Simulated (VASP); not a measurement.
# Sc3TaH (Pm-3m) in VASP: further runs

Runs on Sc3TaH. Level: PBE. Tasks: single point, relaxation of cell and atoms.

Everything below comes from runs of VASP 6.6.1. Logs are shortened: lines on timing, memory, paths and dates and some standing lists are left out, and cuts for length are marked.

## (1) The cell of the first run

It takes space group Pm-3m (No. 221, cubic). The conventional cell has a = 4.448 Å, b = 4.448 Å, c = 4.448 Å, α = 90.00°, β = 90.00°, γ = 90.00°. Sc (site symmetry 4/mmm) is surrounded by 2 H at 2.22 Å. Ta (site symmetry m-3m) has 12 Sc at 3.15 Å as nearest neighbours. H (site symmetry m-3m) is surrounded by 6 Sc at 2.22 Å.

The cell was built by a generator and needn't be a form met in nature.

## (2) Single point, PBE (species swapped into the LuBRh3 type (Pm-3m, No. 221))

File INCAR:

```
ALGO = Normal
EDIFF = 1E-6
ENCUT = 520
GGA = PE
ISIF = 2
ISMEAR = 0
LASPH = T
LCHARG = F
LREAL = F
LWAVE = F
NBANDS = 30
NELM = 80
PREC = Accurate
SIGMA = 0.1
```

File KPOINTS:

```
k-points
0
Gamma
  8 8 8
```

File POSCAR:

```
Sc3TaH
1.0
    4.4480180413      0.0000000000      0.0000000000
    0.0000000000      4.4480180413      0.0000000000
    0.0000000000      0.0000000000      4.4480180413
Sc Ta H
3 1 1
Direct
    0.0000000000      0.5000000000      0.5000000000
    0.5000000000      0.0000000000      0.5000000000
    0.5000000000      0.5000000000      0.0000000000
    0.0000000000      0.0000000000      0.0000000000
    0.5000000000      0.5000000000      0.5000000000
```

Potentials or basis: VASP PAW PBE potentials, release 64 (Sc_sv, Ta_pv, H).

Run with:

```
$ cat potpaw_PBE.64/Sc_sv/POTCAR potpaw_PBE.64/Ta_pv/POTCAR potpaw_PBE.64/H/POTCAR > POTCAR
$ mpirun -np 1 vasp_std > vasp.out
```

OUTCAR:

```text
EDIFF = 1E-6
   ENCUT = 520
   GGA = PE
   ISIF = 2
   ISMEAR = 0
   LASPH = T
   LREAL = F
   NELM = 80
   PREC = Accurate

 ion  position               nearest neighbor table
   1  0.000  0.500  0.500-   2 3.15   3 3.15   4 3.15   3 3.15   4 3.15   2 3.15   4 3.15   4 3.15
                             2 3.15   3 3.15   3 3.15   2 3.15
   2  0.500  0.000  0.500-   1 3.15   3 3.15   4 3.15   3 3.15   4 3.15   1 3.15   3 3.15   3 3.15
                             1 3.15   4 3.15   4 3.15   1 3.15
   3  0.500  0.500  0.000-   1 3.15   2 3.15   4 3.15   1 3.15   2 3.15   2 3.15   4 3.15   2 3.15
                             1 3.15   4 3.15   1 3.15   4 3.15
   4  0.000  0.000  0.000-   1 3.15   2 3.15   3 3.15   1 3.15   2 3.15   1 3.15   3 3.15   1 3.15
                             2 3.15   3 3.15   2 3.15   3 3.15
   5  0.500  0.500  0.500-

  LATTYP: Found a simple cubic cell.
 ALAT       =     4.4480180413

  Lattice vectors:

 A1 = (   4.4480180413,   0.0000000000,   0.0000000000)
 A2 = (   0.0000000000,   4.4480180413,   0.0000000000)
 A3 = (   0.0000000000,   0.0000000000,   4.4480180413)

Analysis of symmetry for initial positions (statically):
=====================================================================
 Subroutine PRICEL returns:
 Original cell was already a primitive cell.

 Routine SETGRP: Setting up the symmetry group for a
 simple cubic supercell.

 Subroutine GETGRP returns: Found 48 space group operations
 (whereof 48 operations were pure point group operations)
 out of a pool of 48 trial point group operations.

The static configuration has the point symmetry O_h .

Analysis of symmetry for dynamics (positions and initial velocities):
=====================================================================
 Subroutine PRICEL returns:
 Original cell was already a primitive cell.

 Routine SETGRP: Setting up the symmetry group for a
 simple cubic supercell.

 Subroutine GETGRP returns: Found 48 space group operations
 (whereof 48 operations were pure point group operations)
 out of a pool of 48 trial point group operations.

The dynamic configuration has the point symmetry O_h .

 Subroutine INISYM returns: Found 48 space group operations
 (whereof 48 operations are pure point group operations),
 and found     1 'primitive' translations

----------------------------------------------------------------------------------------

[... 95 lines left out ...]
   LASPH  =      T    aspherical Exc in radial PAW
   ENCUT  =  520.0 eV  38.22 Ry    6.18 a.u.   8.27  8.27  8.27*2*pi/ulx,y,z
   NELM   =     80;   NELMIN=  2; NELMDL= -5     # of ELM steps
   EDIFF  = 0.1E-05   stopping-criterion for ELM
   LREAL  =      F    real-space projection
   EDIFFG = 0.1E-04   stopping-criterion for IOM
   NSW    =      0    number of steps for IOM
   IBRION =     -1    ionic relax: 0-MD 1-quasi-New 2-CG
   NFREE  =      0    steps in history (QN), initial steepest desc. (CG)
   ISIF   =      2    stress and relaxation
   ISYM   =      2    0-nonsym 1-usesym 2-fastsym
   POTIM  = 0.5000    time-step for ionic-motion
   TEBEG  =    0.0;   TEEND  =   0.0 temperature during run
   PSTRESS=    0.0 pullay stress
   NELECT =      45.0000    total number of electrons
   NUPDOWN=      -1.0000    fix difference up-down
   EMIN   =  10.00;   EMAX   =-10.00  energy-range for DOS
   EFERMI =   0.00;   METHOD = LEGACY
   ISMEAR =     0;   SIGMA  =   0.10  broadening in eV -4-tet -1-fermi 0-gaus
   EFERMI_NEDOS =   21; number of points for ismear=-14 and -15
   IALGO  =     38    algorithm
   IMIX   =      4    mixing-type and parameters
     AMIX     =   0.40;   BMIX     =  1.00
     AMIX_MAG =   1.60;   BMIX_MAG =  1.00
  volume/ion in A,a.u.               =      17.60       118.78
  Fermi-wavevector in a.u.,A,eV,Ry     =   1.309119  2.473876 23.317564  1.713793
  Thomas-Fermi vector in A             =   2.439740
   LORBIT       =      0    0 simple, 1 ext, 2 COOP (PROOUT), +10 PAW based schemes
   GGA     = PE    functional components
   LHFCALC =     F    Hartree Fock is set to
   AEXX    =    0.0000 exact exchange contribution
   IVDW    =     0    specifies the selected vdW correction
   LEPSILON=     F    determine dielectric tensor
   LRPA    =     F    only Hartree local field effects (RPA)
 non-spin polarized calculation
 Gauss-broadening in eV      SIGMA  =   0.10
  energy-cutoff  :      520.00
  volume of cell :       88.00
 maximum number of plane-waves:      2392
 NGX is ok and might be reduce to    36
   NGX = 17   NGY = 17   NGZ = 17

 number of electron      44.9999993 magnetization

 Free energy of the ion-electron system (eV)
  ---------------------------------------------------
  ext. energy  EPLUGINS =         0.00000000
  ---------------------------------------------------
  free energy    TOTEN  =       -34.05950569 eV

  energy without entropy =      -34.03559800  energy(sigma->0) =      -34.04755185

 E-fermi :   4.5771     XC(G=0): -10.8134

 val. band max:        4.5443559360   @ k =   0.5000   0.3750   0.2500
 cond. band min:       4.5808516056   @ k =   0.5000   0.3750   0.3750
 fundamental gap:      0.0364956696
 Fermi energy:         4.5771041589

 k-point     1 :       0.0000    0.0000    0.0000
  band No.  band energies     occupation
      1     -44.6766      2.00000
      2     -44.5792      2.00000
      3     -44.5792      2.00000
      4     -29.5209      2.00000
      5     -29.5209      2.00000
      6     -29.5209      2.00000
[... 781 lines left out ...]
     29       6.4837      0.00000
     30       6.5584      0.00000

 [... further k-points ...]
[... 5 lines left out ...]
  --------------------------------------------------------------------------------------
  -------------------------------------------------------------------------------------
  Total        0.0415582      0.0415582      0.0415582      0.0000000     -0.0000000      0.0000000
  in kB        0.7566032      0.7566032      0.7566032      0.0000000     -0.0000000      0.0000000
  external PRESSURE =       0.7566032 kB  Pullay stress =       0.0000000 kB

 VOLUME and BASIS-vectors are now :
 -----------------------------------------------------------------------------
  energy-cutoff  :      520.00
  volume of cell :       88.00
      direct lattice vectors                 reciprocal lattice vectors
     4.448018041  0.000000000  0.000000000     0.224819232  0.000000000  0.000000000
     0.000000000  4.448018041  0.000000000     0.000000000  0.224819232  0.000000000
     0.000000000  0.000000000  4.448018041     0.000000000  0.000000000  0.224819232

 POSITION                                       TOTAL-FORCE (eV/Angst)
 -----------------------------------------------------------------------------------
      0.00000      2.22401      2.22401         0.000000      0.000000      0.000000
      2.22401      0.00000      2.22401         0.000000      0.000000      0.000000
      2.22401      2.22401      0.00000         0.000000      0.000000      0.000000
      0.00000      0.00000      0.00000         0.000000      0.000000      0.000000
      2.22401      2.22401      2.22401         0.000000      0.000000      0.000000
 -----------------------------------------------------------------------------------
    total drift:                                0.000000      0.000000      0.000000

  FREE ENERGIE OF THE ION-ELECTRON SYSTEM (eV)
  ---------------------------------------------------
  free  energy   TOTEN  =       -34.0595056876 eV

  energy  without entropy=      -34.0355980045  energy(sigma->0) =      -34.04755185
```

OSZICAR:

```text
N       E                     dE             d eps       ncg     rms          rms(c)
DAV:   1     0.796142089165E+03    0.79614E+03   -0.20776E+04  2116   0.157E+03
DAV:   2     0.253164612767E+02   -0.77083E+03   -0.75920E+03  2764   0.692E+02
DAV:   3    -0.336652134761E+02   -0.58982E+02   -0.56214E+02  3500   0.234E+02
DAV:   4    -0.370938760679E+02   -0.34287E+01   -0.32002E+01  3504   0.465E+01
DAV:   5    -0.371990906228E+02   -0.10521E+00   -0.10348E+00  3472   0.845E+00    0.148E+01
DAV:   6    -0.347004544000E+02    0.24986E+01   -0.88752E+00  3312   0.247E+01    0.605E+00
DAV:   7    -0.343974465206E+02    0.30301E+00   -0.43468E+00  3224   0.768E+00    0.356E+00
DAV:   8    -0.340698023751E+02    0.32764E+00   -0.18253E+00  3326   0.798E+00    0.101E+00
DAV:   9    -0.340614922990E+02    0.83101E-02   -0.93798E-02  3528   0.279E+00    0.355E-01
DAV:  10    -0.340594746035E+02    0.20177E-02   -0.11408E-02  3544   0.780E-01    0.163E-01
DAV:  11    -0.340596826657E+02   -0.20806E-03   -0.12138E-03  3376   0.269E-01    0.861E-02
DAV:  12    -0.340595079183E+02    0.17475E-03   -0.80853E-04  3080   0.197E-01    0.681E-03
DAV:  13    -0.340595064369E+02    0.14814E-05   -0.22243E-05  2976   0.413E-02    0.479E-03
DAV:  14    -0.340595056876E+02    0.74930E-06   -0.15386E-06  1786   0.134E-02
   1 F= -.34059506E+02 E0= -.34047552E+02  d E =-.239077E-01
```

Run time: 39 s. Hardware: 1 thread of Intel Xeon 6975P-C (Granite Rapids), shared host; peak memory 0.25 GiB.

What came out:

```
Free energy            : -34.0595 eV
Pressure               : 0.1 GPa
Band gap on the k mesh : none (metal or under the smearing width)
```

The run has no spin-orbit coupling, so splittings on Ta are missing.

## (3) Relaxation of cell and atoms, PBE (species swapped into the LuBRh3 type (Pm-3m, No. 221))

File INCAR:

```
SYSTEM = Sc3TaH
  PREC = Accurate
  ENCUT = 600
  EDIFF = 1E-6
  ISMEAR = 0
  SIGMA = 0.1
  LREAL = .False.
  LASPH = .True.
  NELM = 60
  ALGO = Normal
  ISIF = 3
  LWAVE = .False.
  LCHARG = .False.
  GGA = PE
  IBRION = 2
  NSW = 100
  EDIFFG = -0.01
```

File KPOINTS:

```
regular mesh
0
Gamma
  8 8 8
  0 0 0
```

POSCAR: that of step 2 with these lines changed.

```diff
@@ -2,5 +2,5 @@
 1.0
-    4.4480180413      0.0000000000      0.0000000000
-    0.0000000000      4.4480180413      0.0000000000
-    0.0000000000      0.0000000000      4.4480180413
+    4.4521691883      0.0000000000      0.0000000000
+    0.0000000000      4.4521691883      0.0000000000
+    0.0000000000      0.0000000000      4.4521691883
 Sc Ta H
```

Potentials or basis: VASP PAW PBE potentials, release 64 (Sc_sv, Ta_pv, H).

Run with:

```
$ cat potpaw_PBE.64/Sc_sv/POTCAR potpaw_PBE.64/Ta_pv/POTCAR potpaw_PBE.64/H/POTCAR > POTCAR
$ mpirun -np 1 vasp_std > vasp.out
```

Run time: 63 s. Hardware: 1 thread of Intel Xeon 6975P-C (Granite Rapids), shared host; peak memory 0.27 GiB.

Results (log left out):

| Property | Result |
| --- | --- |
| Free energy | -34.0611 eV |
| Relaxed volume | 17.62 Å³/atom |
| Relaxed cell | a = 4.450 Å, b = 4.450 Å, c = 4.450 Å, α = 90.00°, β = 90.00°, γ = 90.00° |
| Space group after relaxing (to 0.05 Å) | Pm-3m (No. 221) |
| Energy gained by relaxing | 0.0 meV/atom |
| Ionic steps | 2 |
| Pressure after relaxing | 0.0 GPa |
| Band gap on the k mesh | none (metal or under the smearing width) |

Final structure:
```xyz
5
Lattice="4.4498 0.0000 0.0000 0.0000 4.4498 0.0000 0.0000 0.0000 4.4498" Properties=species:S:1:pos:R:3 pbc="T T T"
Sc    0.0000    2.2249    2.2249
Sc    2.2249    0.0000    2.2249
Sc    2.2249    2.2249    0.0000
Ta    0.0000    0.0000    0.0000
H     2.2249    2.2249    2.2249
```

Levels at points of the mesh, in eV from the Fermi level:
```tsv
k point	band 20	band 21	band 22	band 23	band 24	band 25
(0.00, 0.00, 0.00)	-1.36	-1.36	-1.36	1.40	1.40	1.40
(0.50, 0.00, 0.00)	-0.49	-0.49	-0.47	0.09	0.15	0.15
(0.50, 0.50, 0.00)	-0.85	-0.34	-0.34	-0.05	0.01	0.33
(0.50, 0.50, 0.50)	-2.53	0.48	0.48	0.48	0.92	0.92
```
